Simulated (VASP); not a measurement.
Calculation: PBEsol GGA, VASP's PBE PAW potentials (set 64) (plane waves; VASP 6.6.1).

The input files of a VASP run:

### INCAR
```
SYSTEM = NbSi
PREC = Accurate; ENCUT = 400; LREAL = F
LASPH = T
EDIFF = 1E-6; NELM = 100; ALGO = Normal
LMAXMIX = 4
ISMEAR = 1; SIGMA = 0.1
GGA = PS
IBRION = 2; NSW = 60; ISIF = 3
EDIFFG = -0.01
LWAVE = F; LCHARG = F
```

### KPOINTS
```
K-points
0
Gamma
 9 9 9
0 0 0
```

### POSCAR
```
NbSi
1
    0.0000000000     3.1754260000     3.1754260000
    3.1754260000     0.0000000000     3.1754260000
    3.1754260000     3.1754260000     0.0000000000
Nb Si
1 1
Direct
  0.0000000000   0.0000000000   0.0000000000
  0.2500000000   0.2500000000   0.2500000000
```

POTCAR, in this order: Nb_sv Si (PBE.64 set). Program: vasp_std.

The run wrote:

**OSZICAR**
```
       N       E                     dE             d eps       ncg     rms          rms(c)
DAV:   1     0.860161803452E+02    0.86016E+02   -0.70761E+03   928   0.100E+03
DAV:   2    -0.980433450654E+01   -0.95821E+02   -0.92348E+02  1032   0.312E+02
DAV:   3    -0.153817909739E+02   -0.55775E+01   -0.54103E+01  1416   0.586E+01
DAV:   4    -0.156171678890E+02   -0.23538E+00   -0.23335E+00  1176   0.123E+01
DAV:   5    -0.156388520565E+02   -0.21684E-01   -0.21668E-01  1516   0.316E+00    0.728E+00
DAV:   6    -0.137812698079E+02    0.18576E+01   -0.15542E+01  1392   0.242E+01    0.370E+00
DAV:   7    -0.136154421941E+02    0.16583E+00   -0.17693E+00  1412   0.982E+00    0.162E+00
DAV:   8    -0.136118145931E+02    0.36276E-02   -0.12086E-01  1436   0.266E+00    0.463E-01
DAV:   9    -0.136074547336E+02    0.43599E-02   -0.27045E-02  1360   0.134E+00    0.104E-01
DAV:  10    -0.136075655668E+02   -0.11083E-03   -0.91859E-04  1092   0.260E-01    0.634E-02
DAV:  11    -0.136075579799E+02    0.75869E-05   -0.21076E-04  1364   0.143E-01    0.145E-02
DAV:  12    -0.136075561003E+02    0.18797E-05   -0.10445E-05  1432   0.288E-02    0.782E-03
DAV:  13    -0.136075561208E+02   -0.20513E-07   -0.11832E-06   808   0.119E-02
   1 F= -.13607556E+02 E0= -.13606736E+02  d E =-.136076E+02
       N       E                     dE             d eps       ncg     rms          rms(c)
DAV:   1    -0.554116748053E+02   -0.41804E+02   -0.11507E+03   944   0.492E+02    0.493E+01
DAV:   2    -0.182641783963E+02    0.37147E+02   -0.69187E+01   996   0.118E+02    0.165E+01
DAV:   3    -0.144042616835E+02    0.38599E+01   -0.49334E+01  1624   0.726E+01    0.140E+01
DAV:   4    -0.141623107626E+02    0.24195E+00   -0.99833E+00  1400   0.327E+01    0.431E+00
DAV:   5    -0.143515030289E+02   -0.18919E+00   -0.87398E-01  1636   0.859E+00    0.251E+00
DAV:   6    -0.142839664347E+02    0.67537E-01   -0.13607E+00  1592   0.121E+01    0.112E+00
DAV:   7    -0.143134180877E+02   -0.29452E-01   -0.12374E-01  1584   0.355E+00    0.111E+00
DAV:   8    -0.143195553859E+02   -0.61373E-02   -0.16819E-02   956   0.184E+00    0.429E-01
DAV:   9    -0.143157156496E+02    0.38397E-02   -0.18092E-02  1388   0.116E+00    0.887E-02
DAV:  10    -0.143157322061E+02   -0.16557E-04   -0.28566E-04  1036   0.191E-01    0.306E-02
DAV:  11    -0.143157294300E+02    0.27761E-05   -0.29532E-05  1456   0.463E-02    0.226E-02
DAV:  12    -0.143157239373E+02    0.54927E-05   -0.18571E-05  1332   0.470E-02    0.108E-02
DAV:  13    -0.143157234164E+02    0.52087E-06   -0.80059E-06  1340   0.336E-02
   2 F= -.14315723E+02 E0= -.14315021E+02  d E =-.708167E+00
       N       E                     dE             d eps       ncg     rms          rms(c)
DAV:   1    -0.195494194598E+02   -0.52337E+01   -0.12954E+02  1024   0.176E+02    0.130E+01
DAV:   2    -0.156625420853E+02    0.38869E+01   -0.34584E+01  1384   0.691E+01    0.735E+00
DAV:   3    -0.147994803777E+02    0.86306E+00   -0.14737E+00  1184   0.914E+00    0.307E+00
DAV:   4    -0.146686188459E+02    0.13086E+00   -0.13248E+00  1344   0.740E+00    0.138E+00
DAV:   5    -0.146914303002E+02   -0.22811E-01   -0.84236E-02  1064   0.281E+00    0.947E-01
DAV:   6    -0.147248556712E+02   -0.33425E-01   -0.31570E-02  1656   0.170E+00    0.495E-01
DAV:   7    -0.147374514392E+02   -0.12596E-01   -0.17808E-02  1472   0.141E+00    0.110E-01
DAV:   8    -0.147375384853E+02   -0.87046E-04   -0.51729E-03  1324   0.627E-01    0.126E-01
DAV:   9    -0.147376727043E+02   -0.13422E-03   -0.44810E-04  1184   0.226E-01    0.221E-02
DAV:  10    -0.147376798910E+02   -0.71867E-05   -0.68904E-05  1436   0.672E-02    0.194E-02
DAV:  11    -0.147376785782E+02    0.13128E-05   -0.19052E-06   844   0.157E-02    0.128E-02
DAV:  12    -0.147376766171E+02    0.19611E-05   -0.33104E-06   884   0.223E-02    0.235E-03
DAV:  13    -0.147376771179E+02   -0.50079E-06   -0.40936E-07   504   0.863E-03
   3 F= -.14737677E+02 E0= -.14737245E+02  d E =-.113012E+01
       N       E                     dE             d eps       ncg     rms          rms(c)
DAV:   1    -0.147453856336E+02   -0.77090E-02   -0.20772E-01  1012   0.691E+00    0.604E-01
DAV:   2    -0.147384333552E+02    0.69523E-02   -0.34240E-02  1300   0.231E+00    0.228E-01
DAV:   3    -0.147376108615E+02    0.82249E-03   -0.20764E-03  1380   0.396E-01    0.776E-02
DAV:   4    -0.147376178356E+02   -0.69741E-05   -0.79725E-04  1528   0.198E-01    0.496E-02
DAV:   5    -0.147377046848E+02   -0.86849E-04   -0.10740E-04  1260   0.111E-01    0.267E-02
DAV:   6    -0.147377376184E+02   -0.32934E-04   -0.12115E-04  1476   0.709E-02    0.601E-03
DAV:   7    -0.147377377863E+02   -0.16796E-06   -0.43874E-06   968   0.206E-02
   4 F= -.14737738E+02 E0= -.14737306E+02  d E =-.113018E+01
       N       E                     dE             d eps       ncg     rms          rms(c)
DAV:   1    -0.147423477834E+02   -0.46102E-02   -0.12374E-01  1012   0.534E+00    0.461E-01
DAV:   2    -0.147382566008E+02    0.40912E-02   -0.21328E-02  1308   0.180E+00    0.178E-01
DAV:   3    -0.147377537243E+02    0.50288E-03   -0.11690E-03  1364   0.291E-01    0.606E-02
DAV:   4    -0.147377423009E+02    0.11423E-04   -0.50789E-04  1492   0.159E-01    0.380E-02
DAV:   5    -0.147377839761E+02   -0.41675E-04   -0.60488E-05  1236   0.831E-02    0.202E-02
DAV:   6    -0.147377970858E+02   -0.13110E-04   -0.81424E-05  1476   0.582E-02    0.492E-03
DAV:   7    -0.147377967982E+02    0.28762E-06   -0.31966E-06   884   0.171E-02
   5 F= -.14737797E+02 E0= -.14737364E+02  d E =-.590119E-04
       N       E                     dE             d eps       ncg     rms          rms(c)
DAV:   1    -0.147386409678E+02   -0.84388E-03   -0.21408E-02  1012   0.222E+00    0.193E-01
DAV:   2    -0.147379292934E+02    0.71167E-03   -0.35666E-03  1308   0.742E-01    0.734E-02
DAV:   3    -0.147378435108E+02    0.85783E-04   -0.20913E-04  1380   0.125E-01    0.250E-02
DAV:   4    -0.147378447698E+02   -0.12590E-05   -0.84832E-05  1516   0.652E-02    0.159E-02
DAV:   5    -0.147378549996E+02   -0.10230E-04   -0.10773E-05  1260   0.349E-02    0.851E-03
DAV:   6    -0.147378598857E+02   -0.48861E-05   -0.12963E-05  1444   0.233E-02    0.186E-03
DAV:   7    -0.147378599309E+02   -0.45154E-07   -0.41404E-07   464   0.669E-03
   6 F= -.14737860E+02 E0= -.14737428E+02  d E =-.122145E-03
```

OUTCAR:
```
------------------------ aborting loop because EDIFF is reached ----------------------------------------
  FORCE on cell =-STRESS in cart. coord.  units (eV):
  Direction    XX          YY          ZZ          XY          YZ          ZX
  --------------------------------------------------------------------------------------
  Total       -0.0016969     -0.0016969     -0.0016969     -0.0000000     -0.0000000      0.0000000
  in kB       -0.0585797     -0.0585797     -0.0585797     -0.0000000     -0.0000000      0.0000000
  external PRESSURE =      -0.0585797 kB  Pullay stress =       0.0000000 kB
  volume of cell :       46.41
      direct lattice vectors                 reciprocal lattice vectors
     0.000000000  2.852325071  2.852325071    -0.175295588  0.175295588  0.175295588
     2.852325071  0.000000000  2.852325071     0.175295588 -0.175295588  0.175295588
     2.852325071  2.852325071 -0.000000000     0.175295588  0.175295588 -0.175295588
 POSITION                                       TOTAL-FORCE (eV/Angst)
 -----------------------------------------------------------------------------------
      2.85233      2.85233     -0.00000         0.000000     -0.000000     -0.000000
      1.42616      1.42616      1.42616        -0.000000      0.000000      0.000000
 -----------------------------------------------------------------------------------
    total drift:                                0.000000      0.000000      0.000000
  FREE ENERGIE OF THE ION-ELECTRON SYSTEM (eV)
  ---------------------------------------------------
  free  energy   TOTEN  =       -14.7378599309 eV

  energy  without entropy=      -14.7365641817  energy(sigma->0) =      -14.73742801

 reached required accuracy - stopping structural energy minimisation
```
(Selected blocks of OUTCAR.)

**CONTCAR**
```
NbSi
   1.00000000000000
     0.0000000000000000    2.8523250708876144    2.8523250708876144
     2.8523250708876144    0.0000000000000000    2.8523250708876144
     2.8523250708876144    2.8523250708876144   -0.0000000000000000
  Nb              Si
     1     1
Direct
     0.0000000000000000    0.0000000000000000    1.0000000000000000
     0.2500000000000000    0.2500000000000000    0.2500000000000000
```

Energy and stress use the plane-wave basis of the starting cell.

The structure was generated: NbSi was put into the zinc blende type (F-43m), which need not be its known phase. This run relaxes it. Symmetry was kept, so distortions that lower it aren't found. The electron count is odd and the run is not spin-polarised, which forces a metal.
